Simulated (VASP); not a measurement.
All values below come from LDA (Ceperley-Alder, Perdew-Zunger), VASP's LDA PAW potentials (set 64) (plane waves; VASP).

Input for VASP

KPOINTS:
```
Regular mesh
0
gamma
 7 7 2
0 0 0
```

**INCAR**
```
# general
SYSTEM  = WS2
PREC    = Accurate
ENCUT   = 480
LREAL   = F
LASPH   = T

# electronic loop
EDIFF   = 1E-6
NELM    = 100
ALGO    = Normal
LMAXMIX = 6

# smearing
ISMEAR  = 0
SIGMA   = 0.05

# ions
IBRION  = 2
NSW     = 60
ISIF    = 3
EDIFFG  = -0.02

# output
LWAVE   = F
LCHARG  = F
```

POSCAR:
```
WS2
1
    3.1327086956     0.0000000000     0.0000000000
   -1.5663543478     2.7130052915     0.0000000000
    0.0000000000     0.0000000000    12.2359167702
W S
2 4
Direct
  0.6666670000   0.3333330000   0.7500000000
  0.3333330000   0.6666670000   0.2500000000
  0.6666670000   0.3333330000   0.3775659761
  0.3333330000   0.6666670000   0.8775659761
  0.3333330000   0.6666670000   0.6224340239
  0.6666670000   0.3333330000   0.1224340239
```

POTCAR, in this order: W_sv S (LDA.64 set). Program: vasp_std.

What VASP printed:

**OSZICAR**
```
       N       E                     dE             d eps       ncg     rms          rms(c)
DAV:   1     0.498552048510E+03    0.49855E+03   -0.27784E+04  1112   0.158E+03
DAV:   2    -0.231449357564E+02   -0.52170E+03   -0.51020E+03  1164   0.438E+02
DAV:   3    -0.543484969559E+02   -0.31204E+02   -0.30677E+02  1260   0.991E+01
DAV:   4    -0.551428386311E+02   -0.79434E+00   -0.79230E+00  1235   0.164E+01
DAV:   5    -0.551630689866E+02   -0.20230E-01   -0.20222E-01  1232   0.259E+00    0.404E+01
DAV:   6    -0.529098606929E+02    0.22532E+01   -0.12309E+01  1160   0.205E+01    0.174E+01
DAV:   7    -0.526597670079E+02    0.25009E+00   -0.36422E+00  1132   0.888E+00    0.645E+00
DAV:   8    -0.525290450116E+02    0.13072E+00   -0.60726E-01  1270   0.457E+00    0.193E+00
DAV:   9    -0.525296382007E+02   -0.59319E-03   -0.65975E-02  1394   0.126E+00    0.911E-01
DAV:  10    -0.525269662153E+02    0.26720E-02   -0.27092E-02  1239   0.103E+00    0.289E-01
DAV:  11    -0.525267147732E+02    0.25144E-03   -0.32010E-03  1221   0.336E-01    0.110E-01
DAV:  12    -0.525266811458E+02    0.33627E-04   -0.17355E-04  1244   0.850E-02    0.378E-02
DAV:  13    -0.525266822310E+02   -0.10852E-05   -0.59955E-05  1262   0.411E-02    0.111E-02
DAV:  14    -0.525266815837E+02    0.64730E-06   -0.42582E-06  1053   0.122E-02
   1 F= -.52526682E+02 E0= -.52526682E+02  d E =-.525267E+02
       N       E                     dE             d eps       ncg     rms          rms(c)
DAV:   1    -0.525317996895E+02   -0.51175E-02   -0.14142E-01  1104   0.317E+00    0.797E-01
DAV:   2    -0.525279697907E+02    0.38299E-02   -0.14160E-02  1150   0.907E-01    0.227E-01
DAV:   3    -0.525271209061E+02    0.84888E-03   -0.22023E-03  1209   0.254E-01    0.936E-02
DAV:   4    -0.525270349073E+02    0.85999E-04   -0.35303E-04  1164   0.118E-01    0.851E-02
DAV:   5    -0.525270156947E+02    0.19213E-04   -0.67535E-05  1297   0.529E-02    0.505E-02
DAV:   6    -0.525270094041E+02    0.62906E-05   -0.32428E-05  1263   0.293E-02    0.109E-02
DAV:   7    -0.525270086429E+02    0.76124E-06   -0.74347E-06  1197   0.188E-02
   2 F= -.52527009E+02 E0= -.52527009E+02  d E =-.327059E-03
       N       E                     dE             d eps       ncg     rms          rms(c)
DAV:   1    -0.525272649467E+02   -0.25554E-03   -0.67753E-03  1111   0.696E-01    0.176E-01
DAV:   2    -0.525270797529E+02    0.18519E-03   -0.68937E-04  1171   0.200E-01    0.504E-02
DAV:   3    -0.525270386953E+02    0.41058E-04   -0.10702E-04  1223   0.558E-02    0.204E-02
DAV:   4    -0.525270344750E+02    0.42203E-05   -0.17339E-05  1171   0.263E-02    0.186E-02
DAV:   5    -0.525270335095E+02    0.96547E-06   -0.29759E-06   804   0.116E-02
   3 F= -.52527034E+02 E0= -.52527034E+02  d E =-.351926E-03
       N       E                     dE             d eps       ncg     rms          rms(c)
DAV:   1    -0.525272258879E+02   -0.19141E-03   -0.36483E-02  1055   0.913E-01    0.142E-01
DAV:   2    -0.525272522398E+02   -0.26352E-04   -0.19010E-03  1197   0.235E-01    0.753E-02
DAV:   3    -0.525272301641E+02    0.22076E-04   -0.51683E-05  1193   0.436E-02    0.611E-02
DAV:   4    -0.525272199346E+02    0.10230E-04   -0.42294E-05  1160   0.357E-02    0.218E-02
DAV:   5    -0.525272199420E+02   -0.74651E-08   -0.32068E-06   935   0.107E-02
   4 F= -.52527220E+02 E0= -.52527220E+02  d E =-.186433E-03
       N       E                     dE             d eps       ncg     rms          rms(c)
DAV:   1    -0.525272320543E+02   -0.12120E-04   -0.13178E-03  1090   0.174E-01    0.250E-02
DAV:   2    -0.525272325028E+02   -0.44849E-06   -0.68636E-05  1170   0.451E-02    0.139E-02
DAV:   3    -0.525272316711E+02    0.83176E-06   -0.17136E-06   766   0.835E-03
   5 F= -.52527232E+02 E0= -.52527232E+02  d E =-.198162E-03
       N       E                     dE             d eps       ncg     rms          rms(c)
DAV:   1    -0.525282891743E+02   -0.10567E-02   -0.40884E-02   992   0.129E+00    0.209E-01
DAV:   2    -0.525276272265E+02    0.66195E-03   -0.52957E-03  1107   0.462E-01    0.137E-01
DAV:   3    -0.525275390548E+02    0.88172E-04   -0.25505E-04  1222   0.904E-02    0.605E-02
DAV:   4    -0.525274873578E+02    0.51697E-04   -0.16138E-04  1148   0.545E-02    0.224E-02
DAV:   5    -0.525274823872E+02    0.49706E-05   -0.17753E-05  1302   0.268E-02    0.156E-02
DAV:   6    -0.525274822660E+02    0.12119E-06   -0.41306E-06   990   0.106E-02
   6 F= -.52527482E+02 E0= -.52527482E+02  d E =-.250595E-03
       N       E                     dE             d eps       ncg     rms          rms(c)
DAV:   1    -0.525351734739E+02   -0.76911E-02   -0.36811E-01   999   0.386E+00    0.617E-01
DAV:   2    -0.525292114652E+02    0.59620E-02   -0.47481E-02  1121   0.138E+00    0.410E-01
DAV:   3    -0.525284178655E+02    0.79360E-03   -0.22480E-03  1201   0.269E-01    0.180E-01
DAV:   4    -0.525279594884E+02    0.45838E-03   -0.13996E-03  1127   0.161E-01    0.679E-02
DAV:   5    -0.525279140977E+02    0.45391E-04   -0.16276E-04  1280   0.812E-02    0.475E-02
DAV:   6    -0.525279126518E+02    0.14459E-05   -0.37380E-05  1160   0.322E-02    0.168E-02
DAV:   7    -0.525279115905E+02    0.10613E-05   -0.51447E-06  1032   0.115E-02    0.790E-03
DAV:   8    -0.525279111114E+02    0.47909E-06   -0.18084E-06   765   0.770E-03
   7 F= -.52527911E+02 E0= -.52527911E+02  d E =-.679440E-03
```

### OUTCAR
```
------------------------ aborting loop because EDIFF is reached ----------------------------------------
  FORCE on cell =-STRESS in cart. coord.  units (eV):
  Direction    XX          YY          ZZ          XY          YZ          ZX
  --------------------------------------------------------------------------------------
  Total       -0.1163569     -0.1163569     -0.0950001     -0.0000000      0.0000000      0.0000000
  in kB       -1.8038810     -1.8038810     -1.4727860     -0.0000000      0.0000000      0.0000000
  external PRESSURE =      -1.6935160 kB  Pullay stress =       0.0000000 kB
  volume of cell :      103.35
      direct lattice vectors                 reciprocal lattice vectors
     3.130700000  0.000000000  0.000000000     0.319417383  0.184415713  0.000000000
    -1.565350000  2.711265710 -0.000000000    -0.000000000  0.368831427 -0.000000000
    -0.000000000  0.000000000 12.175350508    -0.000000000  0.000000000  0.082133159
 POSITION                                       TOTAL-FORCE (eV/Angst)
 -----------------------------------------------------------------------------------
      1.56535      0.90375      9.13151        -0.000000      0.000000     -0.000000
     -0.00000      1.80751      3.04384         0.000000      0.000000     -0.000000
      1.56535      0.90375      4.60677         0.000000      0.000000      0.000205
     -0.00000      1.80751     10.69444        -0.000000      0.000000      0.000205
     -0.00000      1.80751      7.56858        -0.000000     -0.000000     -0.000205
      1.56535      0.90375      1.48091         0.000000     -0.000000     -0.000205
 -----------------------------------------------------------------------------------
    total drift:                                0.000616     -0.000356      0.000787
  FREE ENERGIE OF THE ION-ELECTRON SYSTEM (eV)
  ---------------------------------------------------
  free  energy   TOTEN  =       -52.5279111114 eV

  energy  without entropy=      -52.5279111114  energy(sigma->0) =      -52.52791111

 reached required accuracy - stopping structural energy minimisation
```
(Selected blocks of OUTCAR.)

### CONTCAR
```
WS2
   1.00000000000000
     3.1306999999039027    0.0000000000000000    0.0000000000000000
    -1.5653499999519513    2.7112657100405819   -0.0000000000000000
    -0.0000000000000000    0.0000000000000000   12.1753505076358302
  W               S
     2     4
Direct
     0.6666669999999968    0.3333330000000032    0.7500000000000000
     0.3333330000000032    0.6666669999999968    0.2500000000000000
     0.6666669999999968    0.3333330000000032    0.3783683274441210
     0.3333330000000032    0.6666669999999968    0.8783683274441209
     0.3333330000000032    0.6666669999999968    0.6216316725558791
     0.6666669999999968    0.3333330000000032    0.1216316725558791
```

### OUTCAR
```
 val. band max:        7.7246297382   @ k =   0.0000   0.0000   0.0000

 cond. band min:       8.7000598816   @ k =   0.1429   0.1429   0.0000


 Fermi energy:         7.9918748711

 k-point     1 :       0.0000    0.0000    0.0000
  band No.  band energies     occupation
      1     -66.4303      2.00000
      2     -66.4302      2.00000
      3     -30.9873      2.00000
      4     -30.9872      2.00000
      5     -30.7722      2.00000
      6     -30.7722      2.00000
      7     -30.7722      2.00000
      8     -30.7722      2.00000
      9      -8.0142      2.00000
     10      -7.7447      2.00000
     11      -6.4285      2.00000
     12      -5.9102      2.00000
     13      -0.1349      2.00000
     14       1.0422      2.00000
     15       3.6928      2.00000
     16       4.1524      2.00000
     17       4.1524      2.00000
     18       4.1674      2.00000
     19       4.1674      2.00000
     20       5.4270      2.00000
     21       5.4271      2.00000
     22       5.4869      2.00000
     23       5.4870      2.00000
     24       6.2775      2.00000
     25       6.3399      2.00000
     26       7.7246      2.00000
     27      10.0360      0.00000
     28      10.0361      0.00000
     29      10.0466      0.00000
     30      10.0467      0.00000
     31      10.1142      0.00000

 k-point     2 :       0.1429    0.0000    0.0000
  band No.  band energies     occupation
      1     -66.4261      2.00000
      2     -66.4261      2.00000
      3     -30.9729      2.00000
      4     -30.9728      2.00000
      5     -30.8508      2.00000
      6     -30.8508      2.00000
      7     -30.7904      2.00000
      8     -30.7904      2.00000
      9      -7.6591      2.00000
     10      -7.3900      2.00000
     11      -6.2765      2.00000
     12      -5.8038      2.00000
     13       0.2764      2.00000
     14       1.4441      2.00000
     15       3.2242      2.00000
     16       3.3413      2.00000
     17       3.3925      2.00000
...
```

Unless said otherwise, spin-orbit coupling is left out, though it shifts the bands of the heavy elements here.

The compound is WS2 in the 2H layered structure. This run relaxes it. Symmetry was kept, so distortions that lower it aren't found. The start is the result of an earlier pass.
